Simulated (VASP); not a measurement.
Data:

```yaml
crystal:
  lattice:
    - [0.00000, 2.92115, 2.92115]
    - [2.92115, 0.00000, 2.92115]
    - [2.92115, 2.92115, 0.00000]
  atoms:
    - { symbol: Li, position: [0.25000, 0.25000, 0.25000] }
    - { symbol: Li, position: [0.75000, 0.75000, 0.75000] }
    - { symbol: Se, position: [0.00000, 0.00000, 0.00000] }
```

The numbers are results of TPSS meta-GGA, VASP's PBE PAW potentials (set 64) (plane waves; VASP), not measurements. Run with 520 eV cut-off, 7×7×7 Γ-centred mesh, Gaussian smearing of 0.050 eV, potentials Li_sv Se.

Problem. Estimate the energy per atom (σ→0), pressure.

Solution. 
```yaml
energy per atom (σ→0): -7.000 eV/atom
pressure: 2.56 GPa
```

The compound is Li2Se in the antifluorite structure. This cell is one point of a volume scan, at 0.94 of the reference volume.
